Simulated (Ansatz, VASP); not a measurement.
One calculation of LiAlO, two programs

```
CELL_PARAMETERS angstrom
3.42587 0.00000 0.00000
-1.71294 2.96689 0.00000
0.00000 0.00000 3.29648
ATOMIC_POSITIONS crystal
Li 0.00000 0.00000 0.00000
Al 0.66667 0.33333 0.50000
O 0.33333 0.66667 0.50000
```

Change from the starting cell: species swapped into the SmPPt type (P-6m2, No. 187).

Alike in both runs: task relaxation of cell and atoms; functional PBE; k mesh 6 × 6 × 6; occupations gaussian, width 0.1 eV; no spin polarisation.

|  | VASP | Ansatz |
| --- | --- | --- |
| version | VASP 6.6.1 | Ansatz 0.2.0 |
| potentials or method | VASP PAW PBE potentials, release 64 (Li_sv, Al, O) | scalar-relativistic, plane waves, PAW |
| plane-wave cutoff (eV) | 600 | 420 |
| valence electrons in the cell | 12 | 12 |

Ansatz gave:

| Property | Result |
| --- | --- |
| gap on the k mesh at the Fermi level, each at its own relaxed structure (eV) | none |
| relaxed volume (Å³/atom) | 14.43 |
| relaxed cell length with the largest relative difference (Å) | 4.752 |
| energy change over the relaxation (meV/atom) | -103 |

Which values does VASP return?

gap on the k mesh at the Fermi level, each at its own relaxed structure (eV): none; relaxed volume (Å³/atom): 13.14; relaxed cell length with the largest relative difference (Å): 4.161; energy change over the relaxation (meV/atom): -76.

A gap of «none» marks a metal or a gap that the smearing closes. One of these differences is far larger than is usual between the two programs; its cause wasn't traced.

Caveats: the cutoff is under 1.25 times the usual one of these potentials, so pressure, stress and relaxed cells hold a basis-set (Pulay) error (VASP); the volume moved by over 15 % at a fixed basis, so the end points are rough (VASP).
